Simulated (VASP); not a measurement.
# SrTiC2 (P4/mmm) in VASP: a series of runs

One crystal, SrTiC2, is run at these levels: PBE, LDA; tasks: relaxation of cell and atoms.

Program: VASP 6.6.1. These are calculated values, not measurements. Logs are shortened: lines on timing, memory, paths and dates and some standing lists are left out, and cuts for length are marked.

## 1. The structure

It takes space group P4/mmm (No. 123, tetragonal). The conventional cell has a = 3.378 Å, b = 3.378 Å, c = 5.030 Å, α = 90.00°, β = 90.00°, γ = 90.00°. Sr (site symmetry 4/mmm) has 6 C at 2.39 to 2.52 Å as nearest neighbours. Ti (site symmetry 4/mmm) is surrounded by 6 C at 2.39 to 2.52 Å. C (site symmetry 4/mmm) is surrounded by 4 Sr at 2.39 Å and 2 Ti at 2.52 Å. C (site symmetry 4/mmm) is surrounded by 4 Ti at 2.39 Å and 2 Sr at 2.52 Å.

The cell was built by a generator and needn't be a form met in nature.

## 2. Relaxation of cell and atoms, PBE

File INCAR:

```
SYSTEM = SrTiC2
PREC = Accurate
ENCUT = 600
EDIFF = 1E-6
ISMEAR = 0
SIGMA = 0.05
LREAL = .False.
LASPH = .True.
NELM = 60
ALGO = Normal
ISIF = 3
LWAVE = .False.
LCHARG = .False.
GGA = PE
IBRION = 2
NSW = 40
EDIFFG = -0.01
```

File KPOINTS:

```
Automatic mesh
0
Gamma
  8 8 5
  0 0 0
```

File POSCAR:

```
SrTiC2
1.0
    3.3782600000      0.0000000000      0.0000000000
    0.0000000000      3.3782600000      0.0000000000
    0.0000000000      0.0000000000      5.0301400000
Sr Ti C
1 1 2
Direct
    0.5000000000      0.5000000000      0.5000000000
    0.0000000000      0.0000000000      0.0000000000
    0.0000000000      0.0000000000      0.5000000000
    0.5000000000      0.5000000000      0.0000000000
```

Potentials or basis: VASP PAW PBE potentials, release 64 (Sr_sv, Ti_sv, C).

Run with:

```sh
$ cat potpaw_PBE.64/Sr_sv/POTCAR potpaw_PBE.64/Ti_sv/POTCAR potpaw_PBE.64/C/POTCAR > POTCAR
$ mpirun -np 1 vasp_std > vasp.out
```

OUTCAR:

```text
SYSTEM = SrTiC2
   PREC = Accurate
   ENCUT = 600
   EDIFF = 1E-6
   ISMEAR = 0
   LREAL = .False.
   LASPH = .True.
   NELM = 60
   ISIF = 3
   GGA = PE
   IBRION = 2
   NSW = 40
   EDIFFG = -0.01

 ion  position               nearest neighbor table
   1  0.500  0.500  0.500-   3 2.39   3 2.39   3 2.39   3 2.39   4 2.52   4 2.52   2 3.47   2 3.47
                             2 3.47   2 3.47   2 3.47   2 3.47   2 3.47   2 3.47
   2  0.000  0.000  0.000-   4 2.39   4 2.39   4 2.39   4 2.39   1 3.47   1 3.47   1 3.47   1 3.47
                             1 3.47   1 3.47   1 3.47   1 3.47
   3  0.000  0.000  0.500-   1 2.39   1 2.39   1 2.39   1 2.39
   4  0.500  0.500  0.000-   2 2.39   2 2.39   2 2.39   2 2.39   1 2.52   1 2.52

  LATTYP: Found a simple tetragonal cell.
 ALAT       =     3.3782600000
 C/A-ratio  =     1.4889736136

  Lattice vectors:

 A1 = (   3.3782600000,   0.0000000000,   0.0000000000)
 A2 = (   0.0000000000,   3.3782600000,   0.0000000000)
 A3 = (   0.0000000000,   0.0000000000,   5.0301400000)

Analysis of symmetry for initial positions (statically):
=====================================================================
 Subroutine PRICEL returns:
 Original cell was already a primitive cell.

 Routine SETGRP: Setting up the symmetry group for a
 simple tetragonal supercell.

 Subroutine GETGRP returns: Found 16 space group operations
 (whereof 16 operations were pure point group operations)
 out of a pool of 16 trial point group operations.

The static configuration has the point symmetry D_4h.

Analysis of symmetry for dynamics (positions and initial velocities):
=====================================================================
 Subroutine PRICEL returns:
 Original cell was already a primitive cell.

 Routine SETGRP: Setting up the symmetry group for a
 simple tetragonal supercell.

 Subroutine GETGRP returns: Found 16 space group operations
 (whereof 16 operations were pure point group operations)
 out of a pool of 16 trial point group operations.

The dynamic configuration has the point symmetry D_4h.

 Subroutine INISYM returns: Found 16 space group operations
 (whereof 16 operations are pure point group operations),
 and found     1 'primitive' translations

----------------------------------------------------------------------------------------

                                     Primitive cell

  volume of cell :      57.4072

  direct lattice vectors                    reciprocal lattice vectors
     3.378260000  0.000000000  0.000000000     0.296010372  0.000000000  0.000000000
     0.000000000  3.378260000  0.000000000     0.000000000  0.296010372  0.000000000
     0.000000000  0.000000000  5.030140000     0.000000000  0.000000000  0.198801624

  length of vectors
     3.378260000  3.378260000  5.030140000     0.296010372  0.296010372  0.198801624

  position of ions in fractional coordinates (direct lattice)
     0.500000000  0.500000000  0.500000000
     0.000000000  0.000000000  0.000000000
     0.000000000  0.000000000  0.500000000
     0.500000000  0.500000000  0.000000000

  ion indices of the primitive-cell ions
   primitive index   ion index
                 1           1
                 2           2
                 3           3
                 4           4

----------------------------------------------------------------------------------------

 KPOINTS: Automatic mesh

Automatic generation of k-mesh.
 Grid dimensions read from file:
 generate k-points for:    8    8    5

 Generating k-lattice:

  Cartesian coordinates                     Fractional coordinates (reciprocal lattice)
     0.037001297  0.000000000  0.000000000     0.125000000  0.000000000  0.000000000
     0.000000000  0.037001297  0.000000000     0.000000000  0.125000000  0.000000000
     0.000000000  0.000000000  0.039760325     0.000000000  0.000000000  0.200000000

  Length of vectors
     0.037001297  0.037001297  0.039760325

  Shift w.r.t. Gamma in fractional coordinates (k-lattice)
     0.000000000  0.000000000  0.000000000

 Subroutine IBZKPT returns following result:
 ===========================================

 Found     45 irreducible k-points:

 Following reciprocal coordinates:
            Coordinates               Weight
  0.000000  0.000000  0.000000      1.000000
  0.125000  0.000000  0.000000      4.000000
  0.250000  0.000000  0.000000      4.000000
  0.375000  0.000000  0.000000      4.000000
  0.500000  0.000000  0.000000      2.000000
  0.125000  0.125000  0.000000      4.000000
[... 16 lines left out ...]
  0.375000  0.125000  0.200000     16.000000
  0.500000  0.125000  0.200000      8.000000
 [... further k-points ...]
   k-points           NKPTS =     45   k-points in BZ     NKDIM =     45   number of bands    NBANDS=     19
   number of dos      NEDOS =    301   number of ions     NIONS =      4
   total plane-waves  NPLWV =  31360
   dimension x,y,z NGX =    28 NGY =   28 NGZ =   40
   dimension x,y,z NGXF=    56 NGYF=   56 NGZF=   80
   ions per type =               1   1   2
   NGX,Y,Z   is equivalent  to a cutoff of  13.78, 13.78, 13.22 a.u.
   NGXF,Y,Z  is equivalent  to a cutoff of  27.56, 27.56, 26.44 a.u.
 SYSTEM =  SrTiC2
   PREC   = accura    normal or accurate (medium, high low for compatibility)
   ISTART =      0    job   : 0-new  1-cont  2-samecut
   ICHARG =      2    charge: 1-file 2-atom 10-const
   ISPIN  =      1    spin polarized calculation?
   LNONCOLLINEAR =      F non collinear calculations
   LSORBIT =      F    spin-orbit coupling
   LASPH  =      T    aspherical Exc in radial PAW
   ENCUT  =  600.0 eV  44.10 Ry    6.64 a.u.   6.75  6.75 10.05*2*pi/ulx,y,z
   NELM   =     60;   NELMIN=  2; NELMDL= -5     # of ELM steps
   EDIFF  = 0.1E-05   stopping-criterion for ELM
   LREAL  =      F    real-space projection
   EDIFFG = -.1E-01   stopping-criterion for IOM
   NSW    =     40    number of steps for IOM
   IBRION =      2    ionic relax: 0-MD 1-quasi-New 2-CG
   NFREE  =      1    steps in history (QN), initial steepest desc. (CG)
   ISIF   =      3    stress and relaxation
   ISYM   =      2    0-nonsym 1-usesym 2-fastsym
   POTIM  = 0.5000    time-step for ionic-motion
   TEBEG  =    0.0;   TEEND  =   0.0 temperature during run
   PSTRESS=    0.0 pullay stress
   NELECT =      30.0000    total number of electrons
   NUPDOWN=      -1.0000    fix difference up-down
   EMIN   =  10.00;   EMAX   =-10.00  energy-range for DOS
   EFERMI =   0.00;   METHOD = LEGACY
   ISMEAR =     0;   SIGMA  =   0.05  broadening in eV -4-tet -1-fermi 0-gaus
   EFERMI_NEDOS =   21; number of points for ismear=-14 and -15
   IALGO  =     38    algorithm
   IMIX   =      4    mixing-type and parameters
     AMIX     =   0.40;   BMIX     =  1.00
     AMIX_MAG =   1.60;   BMIX_MAG =  1.00
  volume/ion in A,a.u.               =      14.35        96.85
  Fermi-wavevector in a.u.,A,eV,Ry     =   1.318641  2.491870 23.657995  1.738814
  Thomas-Fermi vector in A             =   2.448596
   LORBIT       =      0    0 simple, 1 ext, 2 COOP (PROOUT), +10 PAW based schemes
   GGA     = PE    functional components
   LHFCALC =     F    Hartree Fock is set to
   AEXX    =    0.0000 exact exchange contribution
   IVDW    =     0    specifies the selected vdW correction
   LEPSILON=     F    determine dielectric tensor
   LRPA    =     F    only Hartree local field effects (RPA)
 conjugate gradient relaxation of ions
 non-spin polarized calculation
 Gauss-broadening in eV      SIGMA  =   0.05
  energy-cutoff  :      600.00
  volume of cell :       57.41
 maximum number of plane-waves:      1932
 NGX is ok and might be reduce to    28
   NGX = 13   NGY = 13   NGZ = 21

--------------------------------------- Ionic step        1  -------------------------------------------

 number of electron      30.0000003 magnetization

 Free energy of the ion-electron system (eV)
  ---------------------------------------------------
  ext. energy  EPLUGINS =         0.00000000
  ---------------------------------------------------
  free energy    TOTEN  =       -24.18970227 eV

  energy without entropy =      -24.18412436  energy(sigma->0) =      -24.18691331

------------------------ aborting loop because EDIFF is reached ----------------------------------------

  FORCE on cell =-STRESS in cart. coord.  units (eV):
  Direction    XX          YY          ZZ          XY          YZ          ZX
  --------------------------------------------------------------------------------------
  -------------------------------------------------------------------------------------
  Total        0.1254137      0.1254137      0.2671252      0.0000000     -0.0000000     -0.0000000
  in kB        3.5001717      3.5001717      7.4552001      0.0000000     -0.0000000     -0.0000000
  external PRESSURE =       4.8185145 kB  Pullay stress =       0.0000000 kB
[... 213 lines left out ...]
  energy  without entropy=      -24.1845853868  energy(sigma->0) =      -24.18738779

--------------------------------------- Ionic step        7  -------------------------------------------

 number of electron      30.0000004 magnetization

 Free energy of the ion-electron system (eV)
  ---------------------------------------------------
  ext. energy  EPLUGINS =         0.00000000
  ---------------------------------------------------
  free energy    TOTEN  =       -24.19023351 eV

  energy without entropy =      -24.18455592  energy(sigma->0) =      -24.18739471

 E-fermi :   4.7742     XC(G=0): -11.0598

 val. band max:        4.7635928800   @ k =   0.3750   0.2500   0.4000
 cond. band min:       4.7854142266   @ k =   0.5000   0.5000   0.0000
 fundamental gap:      0.0218213467
 Fermi energy:         4.7741987722

 k-point     1 :       0.0000    0.0000    0.0000
  band No.  band energies     occupation
      1     -52.2267      2.00000
      2     -28.4909      2.00000
      3     -28.3487      2.00000
      4     -28.3487      2.00000
      5     -27.8428      2.00000
      6     -10.2245      2.00000
[... 11 lines left out ...]
     18       6.4834      0.00000
     19       6.4834      0.00000
[... 489 lines left out ...]
      3     -28.4336      2.00000
      4     -28.3504      2.00000
      5     -27.7045      2.00000
      6     -11.3174      2.00000
[... 11 lines left out ...]
     18       7.2377      0.00000
     19       7.6266      0.00000

 [... further k-points ...]
[... 5 lines left out ...]
  --------------------------------------------------------------------------------------
  -------------------------------------------------------------------------------------
  Total       -0.0351785     -0.0351785      0.0252652      0.0000000      0.0000000      0.0000000
  in kB       -0.9773834     -0.9773834      0.7019555      0.0000000      0.0000000      0.0000000
  external PRESSURE =      -0.4176038 kB  Pullay stress =       0.0000000 kB
[... 19 lines left out ...]
  FREE ENERGIE OF THE ION-ELECTRON SYSTEM (eV)
  ---------------------------------------------------
  free  energy   TOTEN  =       -24.1902335109 eV

  energy  without entropy=      -24.1845559178  energy(sigma->0) =      -24.18739471

 reached required accuracy - stopping structural energy minimisation
```

Wall time 5.5 min (1 thread of AMD EPYC 7R43 (Zen 3), shared host); peak memory 0.2 GiB.

What came out:

* Free energy: -24.1902 eV
* Relaxed volume: 14.42 Å³/atom
* Relaxed cell: a = 3.381 Å, b = 3.381 Å, c = 5.045 Å, α = 90.00°, β = 90.00°, γ = 90.00°
* Space group after relaxing (to 0.05 Å): P4/mmm (No. 123)
* Energy gained by relaxing: 0.1 meV/atom
* Ionic steps: 7
* Pressure after relaxing: 0.0 GPa
* Band gap on the k mesh: none (metal or under the smearing width)

Step by step:
```csv
step,energy change (eV),largest force (eV/Å),pressure (GPa),volume (Å³)
1,0.0000,0.0000,0.48,57.41
2,-0.0005,0.0000,-0.16,57.77
3,-0.0005,0.0000,-0.06,57.69
4,-0.0005,0.0000,-0.06,57.69
5,-0.0004,0.0000,0.10,57.61
6,-0.0005,0.0000,-0.01,57.68
7,-0.0005,0.0000,-0.04,57.67
```

Final structure:
```yaml
crystal:
  lattice:
    - [3.38080, 0.00000, 0.00000]
    - [0.00000, 3.38080, 0.00000]
    - [0.00000, 0.00000, 5.04526]
  atoms:
    - { symbol: Sr, position: [0.50000, 0.50000, 0.50000] }
    - { symbol: Ti, position: [0.00000, 0.00000, 0.00000] }
    - { symbol: C, position: [0.00000, 0.00000, 0.50000] }
    - { symbol: C, position: [0.50000, 0.50000, 0.00000] }
```

## 3. Relaxation of cell and atoms, LDA

File INCAR:

```
SYSTEM = SrTiC2
ALGO = Fast
EDIFF = 1E-6
EDIFFG = -0.01
ENCUT = 600
IBRION = 2
ISIF = 3
ISMEAR = 0
LASPH = .True.
LCHARG = .False.
LREAL = .False.
LWAVE = .False.
NELM = 80
NSW = 40
PREC = Accurate
SIGMA = 0.05
```

File KPOINTS:

```
k-points
0
Gamma
  8 8 5
  0 0 0
```

POSCAR is that of step 2.

Potentials or basis: VASP PAW LDA potentials, release 64 (Sr_sv, Ti_sv, C).

Run with:

```sh
$ cat potpaw_LDA.64/Sr_sv/POTCAR potpaw_LDA.64/Ti_sv/POTCAR potpaw_LDA.64/C/POTCAR > POTCAR
$ mpirun -np 1 vasp_std > vasp.out
```

Run time: 25 min. Hardware: 1 thread of AMD EPYC 7R43 (Zen 3), shared host; peak memory 0.18 GiB.

Results (log left out):

| Quantity | Value |
| --- | --- |
| Free energy | -27.2671 eV |
| Relaxed volume | 13.42 Å³/atom |
| Relaxed cell | a = 3.288 Å, b = 3.288 Å, c = 4.967 Å, α = 90.00°, β = 90.00°, γ = 90.00° |
| Space group after relaxing (to 0.05 Å) | P4/mmm (No. 123) |
| Energy gained by relaxing | 22.8 meV/atom |
| Ionic steps | 8 |
| Pressure after relaxing | 0.1 GPa |
| Band gap on the k mesh | none (metal or under the smearing width) |

Step by step:
```tsv
step	energy change (eV)	largest force (eV/Å)	pressure (GPa)	volume (Å³)
1	0.0000	0.0000	-7.33	57.41
2	-0.0696	0.0000	4.13	52.12
3	-0.0895	0.0000	0.08	53.72
4	-0.0894	0.0000	-0.12	53.80
5	-0.0904	0.0000	-0.14	53.79
6	-0.0910	0.0000	-0.12	53.79
7	-0.0910	0.0000	-0.13	53.79
8	-0.0910	0.0000	0.09	53.68
```

Final structure:
```
Sr Ti C
1.0
     3.28755    0.00000    0.00000
     0.00000    3.28755    0.00000
     0.00000    0.00000    4.96705
Sr Ti C
1 1 2
Direct
  0.50000 0.50000 0.50000
  0.00000 0.00000 0.00000
  0.00000 0.00000 0.50000
  0.50000 0.50000 0.00000
```

Levels at points of the mesh, in eV from the Fermi level:
| k point | band 12 | band 13 | band 14 | band 15 | band 16 | band 17 | band 18 | band 19 |
| --- | --- | --- | --- | --- | --- | --- | --- | --- |
| (0.00, 0.00, 0.00) | -0.27 | 0.93 | 0.93 | 1.52 | 1.52 | 1.55 | 1.83 | 1.83 |
| (0.50, 0.00, 0.00) | -2.35 | -1.93 | -1.61 | -1.29 | -0.73 | 1.86 | 2.47 | 3.26 |
| (0.50, 0.50, 0.00) | -1.48 | -0.29 | -0.21 | -0.21 | 1.57 | 1.80 | 1.80 | 2.39 |
